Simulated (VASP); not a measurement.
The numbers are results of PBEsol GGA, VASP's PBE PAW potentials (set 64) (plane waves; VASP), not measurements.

VASP ran on this input.

### KPOINTS
```
Automatic mesh
0
G
 9 9 9
```

INCAR:
```
ALGO = Normal
EDIFF = 1E-6
EDIFFG = -0.01
ENCUT = 520
GGA = PS
IBRION = 2
ISIF = 3
ISMEAR = 1
LASPH = .TRUE.
LCHARG = .FALSE.
LMAXMIX = 6
LREAL = .FALSE.
LWAVE = .FALSE.
NELM = 100
NSW = 60
PREC = Accurate
SIGMA = 0.1
SYSTEM = HgTe
```

File POSCAR:
```
HgTe
1.0
  0.0000000000   3.2582949836   3.2582949836
  3.2582949836   0.0000000000   3.2582949836
  3.2582949836   3.2582949836   0.0000000000
Hg Te
1 1
Direct
  0.0000000000   0.0000000000   0.0000000000
  0.2500000000   0.2500000000   0.2500000000
```

POTCAR, in this order: Hg Te (PBE.64 set). Program: vasp_std.

What VASP printed:

### OSZICAR
```
       N       E                     dE             d eps       ncg     rms          rms(c)
DAV:   1     0.108876108960E+03    0.10888E+03   -0.81367E+03   910   0.120E+03
DAV:   2    -0.677045645316E-01   -0.10894E+03   -0.10336E+03  1015   0.264E+02
DAV:   3    -0.456373482541E+01   -0.44960E+01   -0.44727E+01  1125   0.567E+01
DAV:   4    -0.460758718182E+01   -0.43852E-01   -0.43847E-01  1274   0.517E+00
DAV:   5    -0.460773228740E+01   -0.14511E-03   -0.14511E-03  1095   0.269E-01    0.753E+00
DAV:   6    -0.438787337418E+01    0.21986E+00   -0.54595E-01  1035   0.110E+01    0.604E+00
DAV:   7    -0.437833296538E+01    0.95404E-02   -0.11006E-01  1010   0.263E+00    0.226E+00
DAV:   8    -0.437637882846E+01    0.19541E-02   -0.11031E-02   940   0.143E+00    0.628E-01
DAV:   9    -0.437613455990E+01    0.24427E-03   -0.82804E-04  1080   0.359E-01    0.128E-01
DAV:  10    -0.437614256680E+01   -0.80069E-05   -0.84317E-05  1040   0.976E-02    0.539E-02
DAV:  11    -0.437614945462E+01   -0.68878E-05   -0.23203E-05  1015   0.453E-02    0.293E-02
DAV:  12    -0.437614825231E+01    0.12023E-05   -0.40227E-06  1020   0.193E-02    0.146E-02
DAV:  13    -0.437614824224E+01    0.10064E-07   -0.26360E-07   490   0.401E-03
   1 F= -.43761482E+01 E0= -.43762385E+01  d E =-.437615E+01
```

### OUTCAR
```
------------------------ aborting loop because EDIFF is reached ----------------------------------------
  FORCE on cell =-STRESS in cart. coord.  units (eV):
  Direction    XX          YY          ZZ          XY          YZ          ZX
  --------------------------------------------------------------------------------------
  Total       -0.0138610     -0.0138610     -0.0138610      0.0000000      0.0000000      0.0000000
  in kB       -0.3209988     -0.3209988     -0.3209988      0.0000000      0.0000000      0.0000000
  external PRESSURE =      -0.3209988 kB  Pullay stress =       0.0000000 kB
  volume of cell :       69.18
      direct lattice vectors                 reciprocal lattice vectors
     0.000000000  3.258294984  3.258294984    -0.153454492  0.153454492  0.153454492
     3.258294984  0.000000000  3.258294984     0.153454492 -0.153454492  0.153454492
     3.258294984  3.258294984  0.000000000     0.153454492  0.153454492 -0.153454492
 POSITION                                       TOTAL-FORCE (eV/Angst)
 -----------------------------------------------------------------------------------
      0.00000      0.00000      0.00000        -0.000000      0.000000     -0.000000
      1.62915      1.62915      1.62915         0.000000     -0.000000      0.000000
 -----------------------------------------------------------------------------------
    total drift:                               -0.000000     -0.000000     -0.000000
  FREE ENERGIE OF THE ION-ELECTRON SYSTEM (eV)
  ---------------------------------------------------
  free  energy   TOTEN  =        -4.3761482422 eV

  energy  without entropy=       -4.3764190045  energy(sigma->0) =       -4.37623850

 reached required accuracy - stopping structural energy minimisation
```
(Selected blocks of OUTCAR.)

The compound is HgTe in the zinc blende structure. It was relaxed first. The start is the result of an earlier pass.
